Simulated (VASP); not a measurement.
GW runs with VASP on CsI (CsCl type), on PBE orbitals with a Kohn-Sham gap of 3.87 eV on the mesh.

```yaml
crystal:
  lattice:
    - [4.57000, 0.00000, 0.00000]
    - [0.00000, 4.57000, 0.00000]
    - [0.00000, 0.00000, 4.57000]
  atoms:
    - { symbol: Cs, position: [0.00000, 0.00000, 0.00000] }
    - { symbol: I, position: [0.50000, 0.50000, 0.50000] }
```

Settings: PREC = Normal, 500 eV cut-off, 4×4×4 Γ-centred mesh, Gaussian smearing of 0.010 eV, potentials Cs_sv_GW I_GW.

The mesh is coarse and the basis finite, so the quasiparticle values are not converged. Unless said otherwise, spin-orbit coupling is left out, though it shifts the bands of the heavy elements here.

| run | level | NBANDS | ENCUTGW (eV) | QP gap (eV) | smallest direct QP gap (eV) |
|---|---|---|---|---|---|
| run 1 | G0W0@PBE, 1 step(s) | 64 | 150 | 5.61 | 5.71 |
| run 2 | G0W0@PBE, 1 step(s) | 160 | 200 | [?] | [?] |

Problem. What belongs in the gaps?

Solution. 
- run 2, QP gap (eV): 5.79
- run 2, smallest direct QP gap (eV): 5.88

Left out are failed runs and those that VASP or the mesh makes unfit.

The compound is CsI in the CsCl type structure. The cell was not relaxed at this level.
